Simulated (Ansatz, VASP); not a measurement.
# GaAsCl2 (Cl-GaAs-Cl chair bilayer, AA): VASP beside Ansatz

Wanted: the spread between two codes on one cell, functional and k mesh. The structure shown is the end of the Ansatz relaxation below.

Method: plane waves, with VASP 6.6.1 beside it; PBEsol with D3(BJ), in Ansatz 0.2.0.

## (1) The structure

The cell holds 8 atoms: 4 Cl, 2 As and 2 Ga. Its edges and angles: a = 4.056 Å, b = 4.056 Å, c = 58.207 Å, α = 90.0°, β = 90.0°, γ = 120.0°. Vacuum lies along c.

## (2) Ansatz: relaxation, PBEsol with D3(BJ)

Ansatz runs on its default PAW (the set named soft_2) files.

This run makes the geometry at which the two programs are then compared.

Contents of input.yaml:

```yaml
crystal:
  lattice:
    - [3.9765, 0.0, 0.0]
    - [-1.98825, 3.4437500181, 0.0]
    - [0.0, 0.0, 58.2066666687]
  atoms:
    - { symbol: Cl, position: [0.6666666667, 0.3333333333, 0.3831176268] }
    - { symbol: As, position: [0.6666666667, 0.3333333333, 0.4210857863] }
    - { symbol: Ga, position: [0.3333333333, 0.6666666667, 0.4348871836] }
    - { symbol: Cl, position: [0.3333333333, 0.6666666667, 0.4733707479] }
    - { symbol: Cl, position: [0.6666666667, 0.3333333333, 0.5266292521] }
    - { symbol: As, position: [0.6666666667, 0.3333333333, 0.5645974115] }
    - { symbol: Ga, position: [0.3333333333, 0.6666666667, 0.5783988088] }
    - { symbol: Cl, position: [0.3333333333, 0.6666666667, 0.6168823732] }
  periodic: [true, true, false]
kpoints:
  mp_grid: { grid: [12, 12, 1] }
hamiltonian:
  xc: pbesol
  dispersion: d3bj
scf:
  occupations: { method: fermi_dirac, width: 0.05 }
  convergence: { dr2_threshold: 1.0e-09 }
relax:
  f_tol: 0.004
  max_steps: 90
  cell: {}
output:
  write_potential: true
  write_density: true
  volumetric_format: npy
```

Command:

```sh
$ ansatz run input.yaml --threads 4 --pin off --max-ram 12288MiB --backend cpu --events-out ev --progress --plain --runs-dir out
```

Numbers of over 12 decimals in the logs are rounded to 6 here.

Log:

```text
Warning: relax.cell: scf.convergence.dr2_threshold = 1e-9 eV is looser than the 1.43555769471e-10 eV advised for a relaxation that steers and ends on the stress (1e-10 eV for each atom of the cell: 8, times the square of relax.cell.stress_2d_tol = 0.05 N/m over 23.6 Å (the atoms' height at the walk's start and 5 Å past either face), 2.118e-2 GPa, over a crystal's default 0.05). What an SCF threshold leaves in a stress goes as its square root, and in the free energy as the threshold itself, and one threshold admits the most on a small cell: [figures from the program's tests cut] Set scf.convergence.dr2_threshold to 1.43555769471e-10 eV or tighter. [rest of the remark cut]
Engine: ansatz 0.2.0, aarch64-unknown-linux-gnu
Pseudopotentials: kind: paw
Pseudopotential: Cl, paw, valence charge 7, recommended cutoff 420 eV (normal), Cl.paw.azcp
Pseudopotential: As, paw, valence charge 15, recommended cutoff 420 eV (normal), As.paw.azcp
Pseudopotential: Ga, paw, valence charge 13, recommended cutoff 420 eV (normal), Ga.paw.azcp
Functional definition: PBEsol
  exchange = pbesol_x
  correlation = pbesol_c
Crystal: 8 atoms, lattice volume = 797.086 Å³
Basis set: ecut = 420 eV, 15723 PW (Γ), exchange–correlation on 54×54×800 points (8 copies of the dense FFT grid, shifted against one another)
Bands: 51, of which v1, the nominal top of the filled ones, is band 42 counted from 1 (41 counted from 0)
Symmetry: 6 space group operations
Space group: P3m1 (ITA 156), of the structure as read, at distance tolerance 9.3e-5 Å
k-points: 19 of 144 (time reversal used)
Non-local potential: Cl, projectors of the file, l = 0: 2, l = 1: 2, l = 2: 2
Non-local potential: As, projectors of the file, l = 0: 2, l = 1: 2, l = 2: 3, l = 3: 1
Non-local potential: Ga, projectors of the file, l = 0: 2, l = 1: 2, l = 2: 3, l = 3: 1
PAW form: soft (Blöchl's): semilocal exchange-correlation on the pseudo side does not see the compensation charge
PAW frozen core: Cl, regenerated for the run's functional, and the local potential with it (the file was generated under x = pbe(κ = 0.804, μ = 0.219515), c = pbe(β = 0.066725))
PAW frozen core: As, regenerated for the run's functional, and the local potential with it (the file was generated under x = pbe(κ = 0.804, μ = 0.219515), c = pbe(β = 0.066725))
PAW frozen core: Ga, regenerated for the run's functional, and the local potential with it (the file was generated under x = pbe(κ = 0.804, μ = 0.219515), c = pbe(β = 0.066725))
PAW one-centre angular grid: Cl, 110 points (default); XC on 64 Gauss nodes
PAW one-centre angular grid: As, 590 points (default); XC on 64 Gauss nodes
PAW one-centre angular grid: Ga, 590 points (default); XC on 64 Gauss nodes
Initial density: superposition of atomic densities (neutral atoms: chi_scale 0, normalization atom), corrected by the library's trained network
Initial wavefunctions: pseudopotential atomic-orbital guess
Functional: x = pbesol(κ = 0.804, μ = 0.123457), c = pbesol(β = 0.046)
SCF iter   1: F=—  HF=-21361.260568 eV  |F-HF|=—  |Δ(HF+E_count)|=         —  Δρ=2.19e-3  dr2=1.17e-1  ethr=1.77e-3  ⟨swp⟩=11.8  Hψ=5156  notcnv=0  defer=10
preconditioner: auto → Resta (q_TF=auto, 1.875 Å⁻¹)  ε∞=1.7  [insulator: Δε(μ)=0.976 eV  Ē_g=12.759 eV  σ=0.050 eV  W_gap=1.00  n_scr=88 (ndim 8)  ℏωp=10.5 eV  f_vac=0.717  D(μ)=0.00/eV (n_scr^D=0)  ε∞_Penn≈1.7  vacuum switching on, ρ_ref=1.2e-2 e/Å³]
SCF iter   2: F=—  HF=-21361.234646 eV  |F-HF|=—  |Δ(HF+E_count)|=   2.59e-2  Δρ=1.17e-3  dr2=3.22e-2  ethr=1.40e-4  ⟨swp⟩=4.1  Hψ=2150  notcnv=0  defer=46
preconditioner: auto → LDOS  [insulator: Δε(μ)=0.244 eV  Ē_g=12.739 eV  σ=0.050 eV  W_gap=0.82  n_scr=88 (ndim 8)  ℏωp=10.5 eV  f_vac=0.716  D(μ)=0.08/eV (n_scr^D=2)  ε∞_Penn≈1.7  β→1.0]
SCF iter   3: F=—  HF=-21361.231472 eV  |F-HF|=—  |Δ(HF+E_count)|=   3.17e-3  Δρ=6.18e-4  dr2=1.80e-2  ethr=3.84e-5  ⟨swp⟩=3.5  Hψ=1895  notcnv=0  defer=49
SCF iter   4: F=—  HF=-21361.229812 eV  |F-HF|=—  |Δ(HF+E_count)|=   1.66e-3  Δρ=3.32e-4  dr2=4.01e-3  ethr=2.14e-5  ⟨swp⟩=1.7  Hψ=1034  notcnv=0  defer=50
SCF iter   5: F=—  HF=-21361.229158 eV  |F-HF|=—  |Δ(HF+E_count)|=   6.54e-4  Δρ=9.09e-5  dr2=2.11e-4  ethr=4.78e-6  ⟨swp⟩=2.6  Hψ=1301  notcnv=0  defer=50
SCF iter   6: F=—  HF=-21361.229129 eV  |F-HF|=—  |Δ(HF+E_count)|=   2.91e-5  Δρ=2.76e-5  dr2=1.45e-5  ethr=2.51e-7  ⟨swp⟩=3.1  Hψ=1593  notcnv=0  defer=50
[...]
SCF iter   4: F=—  HF=-21361.504087 eV  |F-HF|=—  |Δ(HF+E_count)|=   3.23e-5  Δρ=4.52e-6  dr2=4.51e-7  ethr=2.40e-9  ⟨swp⟩=2.3  Hψ=1527  notcnv=0  defer=6
SCF iter   5: F=—  HF=-21361.504088 eV  |F-HF|=—  |Δ(HF+E_count)|=   1.26e-6  Δρ=1.29e-6  dr2=6.10e-8  ethr=5.37e-10  ⟨swp⟩=2.4  Hψ=1715  notcnv=0  defer=7
SCF iter   6: F=—  HF=-21361.504090 eV  |F-HF|=—  |Δ(HF+E_count)|=   1.46e-6  Δρ=5.89e-7  dr2=7.21e-9  ethr=7.27e-11  ⟨swp⟩=3.0  Hψ=1885  notcnv=0  defer=7
SCF iter   7: F=-21361.504090 eV  HF=-21361.504090 eV  |F-HF|=2.72e-8  |Δ(HF+E_count)|=   3.19e-7  Δρ=1.91e-7  dr2=6.53e-10  ethr=1.19e-12  ⟨swp⟩=18.1  Hψ=8120  notcnv=0
SCF 8 converged in 7 iterations: F = -21361.504090 eV  dr2 = 6.53e-10
relax step   8: F+E_penalty+E_count = -21361.50409017 eV  Δ(F+E_penalty+E_count) = -9.471e-4 eV  max|allowed force component| = 5.445e-4 eV/Å  Δτ_max = 0.0000 Å  P = +0.007 N/m  Ω = 829.105 Å³  fix = [c, alpha, beta]  reactions: c +0.000 N/m  stress off target by 6.70e-3 N/m on what of the cell is left free  SCF on the basis re-selected at this cell (its energy is not comparable with the rows above)  (7 SCF iters)
basis re-selected at this cell: Δ(F+E_penalty+E_count) = -9.471e-4 eV, ΔP = +0.007 N/m vs the last step (what re-selecting the basis moved, of the pressure what is left beyond the Pulay correction that the steps carried, after the strain that the cell walked since its last selection, with what the two solves' SCF thresholds leave and, on support functions, any second-order correction that the steps lacked; it is no measure of the basis error at this ecutwfc). The dense FFT grid was sized anew with the basis: this SCF ran on 30×30×400 points, the steps before it on 27×27×400, so part of this shift can come from that change (see relax.cell in the input reference). [rest of the remark cut]
WARN: The output density's exchange-correlation potential varies sharply where the density is thin. Do not read a vacuum level from v_tot or v_xc, or from such a field of the output density. On a cell that repeats whose density bears no net charge and no dipole along the vacuum's axis use v_es (v_loc + v_h of the components); under efield.dipole_correction with no amplitude use v_es + v_field, which holds any externa [...]
SCF converged after 7 iterations
Free energy (F): -21361.504090 eV
Harris-Foulkes:  -21361.504090 eV  (|F-HF|=2.72e-8)
Internal energy: -21361.502940 eV  (E = F + TS)
E sigma→0 (E₀):  -21361.503515 eV
Entropy (-TS):   -0.001150 eV (-0.144 meV/atom)
Fermi energy:    -5.853322 eV
--- Per-component energies (eV) ---
  E_band       = -1796.467578
  E_kinetic    = 1078.254323
  E_local      = -451710.981611  (includes V_loc(G=0)·N_el)
  E_nonlocal   = -365.815106
  E_hartree    = 225155.056913
  E_xc         = -714.664933
  E_vxc        = -755.220870  (∫ρ·V_xc dr)
  E_paw        = -10054.032334  (= ΣΔE_a)
  E_vpaw       = -352.825581  (= ΣTr[D̂ρ^β])
  E_aug_tail   = 0.000141  (compensation charges beyond the density's cutoff)
  E_ewald      = 215247.977424
  E_disp       = -1.270298  (pairwise vdW)
  E_core_change = 3.972541  (= ΣΔE_core)
  E_smearing   = -0.001150  (= −TS)
  E_closure    = -0.000000  (closes the sum)
  Σ components = -21361.504090   (vs F -21361.504090, Δ=0.00e0)
--- Forces (eV/Å), atoms counted from 1 ---
  atom   1  Cl    -0.00000000    -0.00000000     0.00051989
  atom   2  As     0.00000000     0.00000000     0.00054489
  atom   3  Ga    -0.00000000    -0.00000000     0.00007237
  atom   4  Cl     0.00000000    -0.00000000     0.00054138
  atom   5  Cl     0.00000000    -0.00000000    -0.00025134
  atom   6  As    -0.00000000     0.00000000    -0.00053315
  atom   7  Ga     0.00000000    -0.00000000    -0.00037600
  atom   8  Cl    -0.00000000    -0.00000000    -0.00051483
  max |Σ_I F_I| component: 3.20e-6 eV/Å
--- 2D stress c σ (N/m, compression-positive) ---
        0.006701      -0.000000       0.000000
       -0.000000       0.006701       0.000000
        0.000000       0.000000       0.000000
  P = ½ c Tr σ = 0.0067 N/m
--- Band table (eV; the first three rows and the last of 19) ---
  k-point 0: bands = [... 38 lower, -6.8374, -6.8374, -5.9796, -5.9796, -5.7994, -4.9474, -4.8300, -3.8384, ... 5 higher]
  k-point 1: bands = [... 38 lower, -7.3695, -6.9170, -6.5164, -6.0578, -5.1651, -4.7588, -4.2940, -3.7889, ... 5 higher]
  k-point 2: bands = [... 38 lower, -7.5678, -7.1181, -7.1007, -6.2378, -4.6663, -4.3997, -3.7278, -3.5405, ... 5 higher]
  k-point 18: bands = [... 38 lower, -8.2363, -8.0214, -7.9302, -7.4298, -3.9386, -3.0608, -2.0454, -1.1438, ... 5 higher]
  the weakly bound empty levels are not read free of the cell's end (no_gap_told)
--- Relaxed structure (7 steps of the walk, 7 accepted, 1 SCFs on fresh bases) ---
  F+E_penalty+E_count = -21361.50409017 eV   max|allowed force component| = 5.445e-4 eV/Å   (the final SCF, on the basis selected at the relaxed cell)
  cell:  # Å, volume = 829.1054 Å³
    - [4.055582, 0.0, 0]
    - [-2.027791, 3.512237, 0]
    - [0, 0, 58.2066666687]
  atoms:
    - { symbol: Cl, position: [0.666667, 0.333333, 0.391031] }
    - { symbol: As, position: [0.666667, 0.333333, 0.428335] }
    - { symbol: Ga, position: [0.333333, 0.666667, 0.440862] }
    - { symbol: Cl, position: [0.333333, 0.666667, 0.477607] }
    - { symbol: Cl, position: [0.666667, 0.333333, 0.521849] }
    - { symbol: As, position: [0.666667, 0.333333, 0.559134] }
    - { symbol: Ga, position: [0.333333, 0.666667, 0.571713] }
    - { symbol: Cl, position: [0.333333, 0.666667, 0.608438] }
```

The column dr2 measures how far the density is from self-consistency, as an energy; F and HF (Harris–Foulkes) agree once it is small.

(Part 1 of 2 ends here.)

[Lines on the potential files, build, host, timing and source positions are cut from VASP's logs without a mark.]

[Logs are printed without paths, hosts, clocks, repeated set-up lines and the standing remarks that a program may print on its own settings, such as how far it seeks lower states.]

[Hosts, paths, dates, database ids (printed as entryN), source tags and the programs' standing remarks are cut or masked in the printed files.]
